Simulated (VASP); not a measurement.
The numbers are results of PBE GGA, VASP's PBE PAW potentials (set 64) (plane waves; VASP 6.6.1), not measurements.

Input for VASP

INCAR:
```
# general
SYSTEM   =  GaP
PREC     =  Accurate
ENCUT    =  400
LREAL    =  .FALSE.
LASPH    =  .TRUE.

# electronic loop
EDIFF    =  1E-6
NELM     =  100
ALGO     =  Normal
LMAXMIX  =  4

# smearing
ISMEAR   =  0
SIGMA    =  0.05

# functional
GGA      =  PE

# ions
ISIF     =  2

# output
LWAVE    =  .FALSE.
LCHARG   =  .FALSE.
```

**POSCAR**
```
GaP
1.0
  0.0000000000   2.7250000000   2.7250000000
  2.7250000000   0.0000000000   2.7250000000
  2.7250000000   2.7250000000   0.0000000000
Ga P
1 1
direct
  0.0000000000   0.0000000000   0.0000000000
  0.2500000000   0.2500000000   0.2500000000
```

**KPOINTS**
```
Automatic mesh
0
Gamma
8 8 8
0 0 0
```

POTCAR, in this order: Ga_d P (PBE.64 set). Program: vasp_std.

What VASP printed:

**OSZICAR**
```
       N       E                     dE             d eps       ncg     rms          rms(c)
DAV:   1     0.681380985350E+02    0.68138E+02   -0.83092E+03   762   0.170E+03
DAV:   2    -0.461890762412E+01   -0.72757E+02   -0.70096E+02   814   0.278E+02
DAV:   3    -0.930541376642E+01   -0.46865E+01   -0.46674E+01   964   0.657E+01
DAV:   4    -0.938250686863E+01   -0.77093E-01   -0.77067E-01   970   0.915E+00
DAV:   5    -0.938396942736E+01   -0.14626E-02   -0.14625E-02   968   0.102E+00    0.425E+00
DAV:   6    -0.914069941002E+01    0.24327E+00   -0.46922E-01  1174   0.128E+01    0.281E+00
DAV:   7    -0.911416943258E+01    0.26530E-01   -0.11641E-01   968   0.251E+00    0.113E+00
DAV:   8    -0.911426116612E+01   -0.91734E-04   -0.14733E-02   897   0.182E+00    0.168E-01
DAV:   9    -0.911462784141E+01   -0.36668E-03   -0.16233E-03   976   0.700E-01    0.902E-02
DAV:  10    -0.911468923252E+01   -0.61391E-04   -0.12908E-04  1093   0.123E-01    0.420E-02
DAV:  11    -0.911476182839E+01   -0.72596E-04   -0.10662E-04   809   0.106E-01    0.639E-03
DAV:  12    -0.911476117841E+01    0.64998E-06   -0.43652E-06   954   0.345E-02
   1 F= -.91147612E+01 E0= -.91147612E+01  d E =-.140714E-17
```

### OUTCAR
```
------------------------ aborting loop because EDIFF is reached ----------------------------------------
  FORCE on cell =-STRESS in cart. coord.  units (eV):
  Direction    XX          YY          ZZ          XY          YZ          ZX
  --------------------------------------------------------------------------------------
  Total        0.5716300      0.5716300      0.5716300      0.0000000      0.0000000      0.0000000
  in kB       22.6306001     22.6306001     22.6306001      0.0000000      0.0000000      0.0000000
  external PRESSURE =      22.6306001 kB  Pullay stress =       0.0000000 kB
  volume of cell :       40.47
      direct lattice vectors                 reciprocal lattice vectors
     0.000000000  2.725000000  2.725000000    -0.183486239  0.183486239  0.183486239
     2.725000000  0.000000000  2.725000000     0.183486239 -0.183486239  0.183486239
     2.725000000  2.725000000  0.000000000     0.183486239  0.183486239 -0.183486239
  FREE ENERGIE OF THE ION-ELECTRON SYSTEM (eV)
  ---------------------------------------------------
  free  energy   TOTEN  =        -9.1147611784 eV

  energy  without entropy=       -9.1147611784  energy(sigma->0) =       -9.11476118
```
(Selected blocks of OUTCAR.)

File OUTCAR:
```
 val. band max:        4.6549634167   @ k =   0.0000   0.0000   0.0000

 cond. band min:       6.2962780365   @ k =   0.3750   0.3750   0.0000


 Fermi energy:         4.9395553511

 k-point     1 :       0.0000    0.0000    0.0000
  band No.  band energies     occupation
      1      -9.8949      2.00000
      2      -9.8949      2.00000
      3      -9.8949      2.00000
      4      -9.7950      2.00000
      5      -9.7950      2.00000
      6      -7.8390      2.00000
      7       4.6550      2.00000
      8       4.6550      2.00000
      9       4.6550      2.00000
     10       6.4833      0.00000
     11       8.5444      0.00000
     12       8.5444      0.00000
     13       8.5444      0.00000

 k-point     2 :       0.1250    0.0000    0.0000
  band No.  band energies     occupation
      1      -9.9086      2.00000
      2      -9.8902      2.00000
      3      -9.8902      2.00000
      4      -9.7951      2.00000
      5      -9.7951      2.00000
      6      -7.6364      2.00000
      7       3.0269      2.00000
      8       4.4253      2.00000
      9       4.4253      2.00000
     10       7.1070      0.00000
     11       8.8944      0.00000
     12       8.8944      0.00000
     13       9.1273      0.00000

 k-point     3 :       0.2500    0.0000    0.0000
  band No.  band energies     occupation
      1      -9.9390      2.00000
      2      -9.8803      2.00000
      3      -9.8803      2.00000
      4      -9.7940      2.00000
      5      -9.7940      2.00000
      6      -7.0627      2.00000
      7       0.7797      2.00000
      8       3.9926      2.00000
      9       3.9926      2.00000
     10       6.8125      0.00000
     11       9.4014      0.00000
     12       9.4014      0.00000
     13      11.0087      0.00000

 k-point     4 :       0.3750    0.0000    0.0000
  band No.  band energies     occupation
      1      -9.9662      2.00000
      2      -9.8726      2.00000
      3      -9.8726      2.00000
...
```

The compound is GaP in the zinc blende structure. The cell was not relaxed at this level.
